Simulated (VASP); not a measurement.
```
CELL_PARAMETERS angstrom
      4.63728     0.00000     0.00000
      0.00000     4.63728     0.00000
      0.00000     0.00000     4.63792
ATOMIC_POSITIONS crystal
  Zr 0.00000 0.00000 0.00000
  Zr 0.50000 0.50000 0.00000
  C  0.50000 0.50000 0.50000
  C  0.00000 0.00000 0.50000
  C  0.00000 0.50000 0.00000
  C  0.50000 0.00000 0.00000
  Hf 0.50000 0.00000 0.50000
  Hf 0.00000 0.50000 0.50000
```

All values below come from PBEsol GGA, VASP's PBE PAW potentials (set 64) (plane waves; VASP). Numerical set-up: 520 eV cut-off, 8×8×8 Γ-centred mesh, tetrahedra with Blöchl corrections, potentials Zr_sv C Hf_pv.

Unless said otherwise, spin-orbit coupling is left out, though it shifts the bands of the heavy elements here.

Estimate the energy per atom (σ→0), band gap (on the k-mesh) with the smallest direct gap where there is one.

- band gap (on the k-mesh): none (metal, semimetal or under 0.01 eV)
- energy per atom (σ→0): -10.688 eV/atom

Total energies compare only between runs with the same potentials, cut-off and functional.

The structure was generated: Hf2Zr2C4 was put into an ordered model structure (P4/mmm), which need not be its known phase. It was relaxed first.
